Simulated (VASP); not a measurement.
Output of a VASP run:

**OUTCAR**
```
 ion  position               nearest neighbor table
   1  0.000  0.000  0.000-   2 3.06   2 3.06   2 3.06   2 3.06   2 3.06   2 3.06
   2  0.500  0.500  0.500-   1 3.06   1 3.06   1 3.06   1 3.06   1 3.06   1 3.06
  LATTYP: Found a face centered cubic cell.
 ALAT       =     6.1200000000
 Subroutine PRICEL returns:
 Original cell was already a primitive cell.
 Subroutine GETGRP returns: Found 48 space group operations
The static configuration has the point symmetry O_h .
The dynamic configuration has the point symmetry O_h .
 Subroutine INISYM returns: Found 48 space group operations
 Subroutine IBZKPT returns following result:
 Found     20 irreducible k-points:

 Following reciprocal coordinates:
            Coordinates               Weight
  0.000000  0.000000  0.000000      1.000000
  0.142857  0.000000  0.000000      8.000000
  0.285714  0.000000  0.000000      8.000000
  0.428571  0.000000  0.000000      8.000000
  0.142857  0.142857  0.000000      6.000000
  0.285714  0.142857  0.000000     24.000000
  0.428571  0.142857  0.000000     24.000000
 -0.428571  0.142857  0.000000     24.000000
 -0.285714  0.142857  0.000000     24.000000
 -0.142857  0.142857  0.000000     12.000000
  0.285714  0.285714  0.000000      6.000000
  0.428571  0.285714  0.000000     24.000000
 -0.428571  0.285714  0.000000     24.000000
 -0.285714  0.285714  0.000000     12.000000
  0.428571  0.428571  0.000000      6.000000
 -0.428571  0.428571  0.000000     12.000000
  0.428571  0.285714  0.142857     24.000000
 -0.428571  0.285714  0.142857     48.000000
 -0.428571  0.428571  0.142857     24.000000
 -0.285714  0.428571  0.142857     24.000000
   k-points           NKPTS =     20   k-points in BZ     NKDIM =     20   number of bands    NBANDS=     14
   number of dos      NEDOS =    301   number of ions     NIONS =      2
   total plane-waves  NPLWV =  32768
   dimension x,y,z NGX =    32 NGY =   32 NGZ =   32
   dimension x,y,z NGXF=    64 NGYF=   64 NGZF=   64
   ions per type =               1   1
   PREC   = accura    normal or accurate (medium, high low for compatibility)
   ISTART =      0    job   : 0-new  1-cont  2-samecut
   ICHARG =      2    charge: 1-file 2-atom 10-const
   ISPIN  =      1    spin polarized calculation?
   LNONCOLLINEAR =      F non collinear calculations
   LSORBIT =      F    spin-orbit coupling
   INIWAV =      1    electr: 0-lowe 1-rand  2-diag
   ENCUT  =  520.0 eV  38.22 Ry    6.18 a.u.   8.05  8.05  8.05*2*pi/ulx,y,z
   NELM   =    100;   NELMIN=  2; NELMDL= -5     # of ELM steps
   EDIFF  = 0.1E-05   stopping-criterion for ELM
   LREAL  =      F    real-space projection
   NLSPLINE    = F    spline interpolate recip. space projectors
   LMAXMIX     =    4 max onsite mixed and CHGCAR
   VOSKOWN=      0    Vosko Wilk Nusair interpolation
   EDIFFG = -.1E-01   stopping-criterion for IOM
   NSW    =     60    number of steps for IOM
   NBLOCK =      1;   KBLOCK =     60    inner block; outer block
   IBRION =      2    ionic relax: 0-MD 1-quasi-New 2-CG
   NFREE  =      1    steps in history (QN), initial steepest desc. (CG)
   ISIF   =      3    stress and relaxation
   ISYM   =      2    0-nonsym 1-usesym 2-fastsym
   TEIN   =    0.0    initial temperature
   TEBEG  =    0.0;   TEEND  =   0.0 temperature during run
   SMASS  =  -3.00    Nose mass-parameter (am)
   PSTRESS=    0.0 pullay stress
   NELECT =      20.0000    total number of electrons
   EFERMI =   0.00;   METHOD = LEGACY
   ISMEAR =     0;   SIGMA  =   0.05  broadening in eV -4-tet -1-fermi 0-gaus
   IALGO  =     38    algorithm
   LDIAG  =      T    sub-space diagonalisation (order eigenvalues)
   IMIX   =      4    mixing-type and parameters
     AMIX     =   0.40;   BMIX     =  1.00
     AMIX_MAG =   1.60;   BMIX_MAG =  1.00
     AMIN     =   0.10
   METAGGA = R2SCAN    functional components
   VOSKOWN =     0    Vosko Wilk Nusair interpolation
   LHFCALC =     F    Hartree Fock is set to
   LHFONE  =     F    Hartree Fock one center treatment
...
```

**OSZICAR**
```
...
DAV:   5    -0.766677770030E+02   -0.10382E-01   -0.10382E-01   786   0.370E+00    0.302E+00
DAV:   6    -0.717141813805E+02    0.49536E+01   -0.25438E+00   674   0.313E+01    0.225E+00
DAV:   7    -0.718290564536E+02   -0.11488E+00   -0.83575E-01   560   0.114E+01    0.125E+00
DAV:   8    -0.717957126444E+02    0.33344E-01   -0.80373E-01   560   0.655E+00    0.601E-01
DAV:   9    -0.719101828793E+02   -0.11447E+00   -0.11197E-01   572   0.285E+00    0.426E-01
DAV:  10    -0.719106549816E+02   -0.47210E-03   -0.44126E-02   614   0.177E+00    0.945E-02
DAV:  11    -0.719264382769E+02   -0.15783E-01   -0.46633E-02   560   0.201E+00    0.988E-02
DAV:  12    -0.719295199389E+02   -0.30817E-02   -0.11772E-03   632   0.324E-01    0.651E-02
DAV:  13    -0.719305441029E+02   -0.10242E-02   -0.50147E-04   674   0.284E-01    0.317E-02
DAV:  14    -0.719320222029E+02   -0.14781E-02   -0.17914E-03   560   0.417E-01    0.169E-02
DAV:  15    -0.719320176325E+02    0.45704E-05   -0.38362E-05   644   0.801E-02    0.920E-03
DAV:  16    -0.719320381644E+02   -0.20532E-04   -0.31590E-05   608   0.840E-02    0.767E-03
DAV:  17    -0.719320389871E+02   -0.82268E-06   -0.53809E-06   608   0.172E-02
   1 F= -.71932039E+02 E0= -.71932039E+02  d E =-.719320E+02
       N       E                     dE             d eps       ncg     rms          rms(c)
DAV:   1    -0.721965707292E+02   -0.26453E+00   -0.93076E+00   686   0.591E+01    0.277E+00
DAV:   2    -0.719697938450E+02    0.22678E+00   -0.50200E-01   680   0.127E+01    0.106E+00
DAV:   3    -0.719342879106E+02    0.35506E-01   -0.15786E-01   694   0.735E+00    0.184E-01
DAV:   4    -0.719373094503E+02   -0.30215E-02   -0.10516E-02   560   0.120E+00    0.156E-01
DAV:   5    -0.719254556867E+02    0.11854E-01   -0.21016E-02   560   0.144E+00    0.744E-02
DAV:   6    -0.719373767757E+02   -0.11921E-01   -0.21571E-02   560   0.144E+00    0.280E-02
DAV:   7    -0.719382189708E+02   -0.84220E-03   -0.13761E-03   560   0.309E-01    0.902E-03
DAV:   8    -0.719382397819E+02   -0.20811E-04   -0.24061E-04   560   0.146E-01    0.934E-03
DAV:   9    -0.719382883142E+02   -0.48532E-04   -0.78537E-05   560   0.808E-02    0.276E-03
DAV:  10    -0.719382996250E+02   -0.11311E-04   -0.61709E-06   572   0.356E-02    0.991E-04
DAV:  11    -0.719382980760E+02    0.15490E-05   -0.78338E-07   412   0.118E-02    0.473E-04
DAV:  12    -0.719382990596E+02   -0.98363E-06   -0.12211E-07   280   0.488E-03
   2 F= -.71938299E+02 E0= -.71938299E+02  d E =-.626007E-02
       N       E                     dE             d eps       ncg     rms          rms(c)
DAV:   1    -0.719624743684E+02   -0.24176E-01   -0.78132E-01   686   0.161E+01    0.834E-01
DAV:   2    -0.719420848991E+02    0.20389E-01   -0.45068E-02   680   0.392E+00    0.309E-01
DAV:   3    -0.719392459116E+02    0.28390E-02   -0.13033E-02   686   0.213E+00    0.604E-02
DAV:   4    -0.719394351637E+02   -0.18925E-03   -0.81176E-04   560   0.338E-01    0.487E-02
DAV:   5    -0.719388318529E+02    0.60331E-03   -0.13790E-03   560   0.374E-01    0.200E-02
DAV:   6    -0.719395293305E+02   -0.69748E-03   -0.10507E-03   560   0.325E-01    0.678E-03
DAV:   7    -0.719395308736E+02   -0.15431E-05   -0.59318E-05   560   0.655E-02    0.257E-03
DAV:   8    -0.719395368087E+02   -0.59352E-05   -0.42239E-05   560   0.650E-02    0.294E-03
DAV:   9    -0.719395434052E+02   -0.65964E-05   -0.50063E-06   560   0.209E-02    0.109E-03
DAV:  10    -0.719395431987E+02    0.20651E-06   -0.15269E-06   488   0.140E-02
   3 F= -.71939543E+02 E0= -.71939543E+02  d E =-.750421E-02
```

File OUTCAR:
```
------------------------ aborting loop because EDIFF is reached ----------------------------------------
  FORCE on cell =-STRESS in cart. coord.  units (eV):
  Direction    XX          YY          ZZ          XY          YZ          ZX
  --------------------------------------------------------------------------------------
  Total        0.0025883      0.0025883      0.0025883     -0.0000000     -0.0000000      0.0000000
  in kB        0.0703809      0.0703809      0.0703809     -0.0000000     -0.0000000      0.0000000
  external PRESSURE =       0.0703809 kB  Pullay stress =       0.0000000 kB
  volume of cell :       58.92
      direct lattice vectors                 reciprocal lattice vectors
     0.000000000  3.088484630  3.088484630    -0.161891691  0.161891691  0.161891691
     3.088484630  0.000000000  3.088484630     0.161891691 -0.161891691  0.161891691
     3.088484630  3.088484630  0.000000000     0.161891691  0.161891691 -0.161891691
  FREE ENERGIE OF THE ION-ELECTRON SYSTEM (eV)
  ---------------------------------------------------
  free  energy   TOTEN  =       -71.9395431987 eV

  energy  without entropy=      -71.9395431987  energy(sigma->0) =      -71.93954320

 reached required accuracy - stopping structural energy minimisation
```
(Selected blocks of OUTCAR.)

### POSCAR
```
PbSe
1
    0.0000000000     3.0600000000     3.0600000000
    3.0600000000     0.0000000000     3.0600000000
    3.0600000000     3.0600000000     0.0000000000
Pb Se
1 1
Direct
  0.0000000000   0.0000000000   0.0000000000
  0.5000000000   0.5000000000   0.5000000000
```

**Question.** Write an INCAR and KPOINTS that could have produced this output.

**Answer.** One answer among several that fit: the input of the run itself, r2SCAN meta-GGA, plane waves, VASP's PBE PAW potentials (set 64).

**KPOINTS**
```
K-points
0
Gamma
  7 7 7
0 0 0
```

INCAR:
```
SYSTEM  =  PbSe
PREC  =  Accurate; ENCUT  =  520; LREAL  =  .False.
LASPH  =  .True.
EDIFF  =  1E-6; NELM  =  100; ALGO  =  Normal
LMAXMIX  =  4; LMIXTAU  =  .True.
ISMEAR  =  0; SIGMA  =  0.05
METAGGA  =  R2SCAN
IBRION  =  2; NSW  =  60; ISIF  =  3
EDIFFG  =  -0.01
LWAVE  =  .False.; LCHARG  =  .False.
```

POTCAR, in this order: Pb_d Se (PBE.64 set). Program: vasp_std.

Energy and stress use the plane-wave basis of the starting cell.

The compound is PbSe in the rock salt structure. This run relaxes it. Symmetry was kept, so distortions that lower it aren't found.
